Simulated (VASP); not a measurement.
Calculation: PBEsol GGA, VASP's PBE PAW potentials (set 64) (plane waves; VASP).

VASP ran on this input.

**INCAR**
```
SYSTEM = N
PREC = Accurate; ENCUT = 520; LREAL = .FALSE.
LASPH = .TRUE.; ICHARG = 11
EDIFF = 1E-7; NELM = 100; ALGO = Normal
ISMEAR = 0; SIGMA = 0.05
GGA = PS
LWAVE = .FALSE.; LCHARG = .FALSE.; LORBIT = 11
```

KPOINTS:
```
k-points along high-symmetry lines
15
Line-mode
Reciprocal
  0.000000   0.000000   0.000000 ! GAMMA
  0.500000   0.000000   0.500000 ! X

  0.500000   0.000000   0.500000 ! X
  0.625000   0.250000   0.625000 ! U

  0.375000   0.375000   0.750000 ! K
  0.000000   0.000000   0.000000 ! GAMMA

  0.000000   0.000000   0.000000 ! GAMMA
  0.500000   0.500000   0.500000 ! L

  0.500000   0.500000   0.500000 ! L
  0.500000   0.250000   0.750000 ! W

  0.500000   0.250000   0.750000 ! W
  0.500000   0.000000   0.500000 ! X
```

### POSCAR
```
N
1
    0.0000000000     1.5327384760     1.5327384760
    1.5327384760     0.0000000000     1.5327384760
    1.5327384760     1.5327384760     0.0000000000
N
1
Direct
  0.0000000000   0.0000000000   0.0000000000
```

POTCAR, in this order: N (PBE.64 set). Program: vasp_std. Read from the step before: CHGCAR.

The run wrote:

File OSZICAR:
```
       N       E                     dE             d eps       ncg     rms          rms(c)
DAV:   1     0.231799305943E+01    0.23180E+01   -0.26227E+03  1152   0.709E+02
DAV:   2    -0.453127167431E+01   -0.68493E+01   -0.62338E+01  1344   0.102E+02
DAV:   3    -0.458411273623E+01   -0.52841E-01   -0.52325E-01  1308   0.854E+00
DAV:   4    -0.458414370821E+01   -0.30972E-04   -0.30971E-04  1422   0.183E-01
DAV:   5    -0.458414372756E+01   -0.19353E-07   -0.19942E-07  1308   0.396E-03
DAV:   6    -0.458414372714E+01    0.42013E-09   -0.29978E-10  1428   0.114E-04
   1 F= -.45841437E+01 E0= -.45821178E+01  d E =-.405177E-02
```

OUTCAR:
```
 val. band max:        6.1494991892   @ k =   0.5000   0.0000   0.5000

 cond. band min:       6.1544299018   @ k =   0.5089   0.0179   0.5089



 k-point     1 :       0.0000    0.0000    0.0000
  band No.  band energies     occupation
      1     -14.7105      2.00000
      2      10.3282      0.00000
      3      10.3282      0.00000
      4      10.3282      0.00000
      5      30.5014      0.00000
      6      38.3413      0.00000

 k-point     2 :       0.0357    0.0000    0.0357
  band No.  band energies     occupation
      1     -14.6455      2.00000
      2      10.2369      0.00000
      3      10.2628      0.00000
      4      10.2628      0.00000
      5      30.5528      0.00000
      6      37.5055      0.00000

 k-point     3 :       0.0714    0.0000    0.0714
  band No.  band energies     occupation
      1     -14.4510      2.00000
      2       9.9672      0.00000
      3      10.0723      0.00000
      4      10.0723      0.00000
      5      30.6817      0.00000
      6      35.8991      0.00000

 k-point     4 :       0.1071    0.0000    0.1071
  band No.  band energies     occupation
      1     -14.1279      2.00000
      2       9.5320      0.00000
      3       9.7737      0.00000
      4       9.7737      0.00000
      5      30.8051      0.00000
      6      34.2063      0.00000

 k-point     5 :       0.1429    0.0000    0.1429
  band No.  band energies     occupation
      1     -13.6784      2.00000
      2       8.9472      0.00000
      3       9.3913      0.00000
      4       9.3913      0.00000
      5      30.7584      0.00000
      6      32.5917      0.00000

 k-point     6 :       0.1786    0.0000    0.1786
  band No.  band energies     occupation
      1     -13.1041      2.00000
      2       8.2297      0.00000
      3       8.9531      0.00000
      4       8.9531      0.00000
      5      30.2927      0.00000
      6      31.1026      0.00000

...
```

The density is held fixed in this step, so its total energy and stress have no physical meaning.

The structure was generated: N was put into the fcc type (Fm-3m), which need not be its known phase. It was relaxed first, which changed the volume by -5 %.
